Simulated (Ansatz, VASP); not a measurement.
One calculation of Y3AlN4, two programs

```
Y Al N
1.0
     5.06205    0.00000    0.00000
     0.00000    5.06205    0.00000
     0.00000    0.00000    5.06205
Y Al N
3 1 4
Direct
  0.50000 0.00000 0.00000
  0.00000 0.00000 0.50000
  0.00000 0.50000 0.00000
  0.50000 0.50000 0.50000
  0.72737 0.27263 0.72737
  0.72737 0.72737 0.27263
  0.27263 0.27263 0.27263
  0.27263 0.72737 0.72737
```

Alike in both runs: functional PBE; k mesh 6 × 6 × 6; occupations gaussian, width 0.02 eV; no spin polarisation.

Ansatz relaxed the structure, and its values are those at the end. VASP's run is a single point on that final structure, the one shown.

```csv
,VASP,Ansatz
version,VASP 6.6.1,Ansatz 0.2.0
potentials or method,"VASP PAW PBE potentials, release 64 (Y_sv, Al, N)","scalar-relativistic, plane waves, PAW"
plane-wave cutoff (eV),520,420
valence electrons in the cell,56,56
```

VASP gave:

- gap on the k mesh at the Fermi level (eV): 0.70
- least direct gap on the mesh (eV): 0.70
- pressure (GPa): -0.2

Q: What did Ansatz give for the same quantities?

A: gap on the k mesh at the Fermi level (eV): 0.70; least direct gap on the mesh (eV): 0.70; pressure (GPa): 0.0.

With one functional, cell and mesh, what is left measures potentials, basis and numerics.

A k mesh can miss the band edges. A hybrid or GW would open this gap; PBE tends to underestimate it.
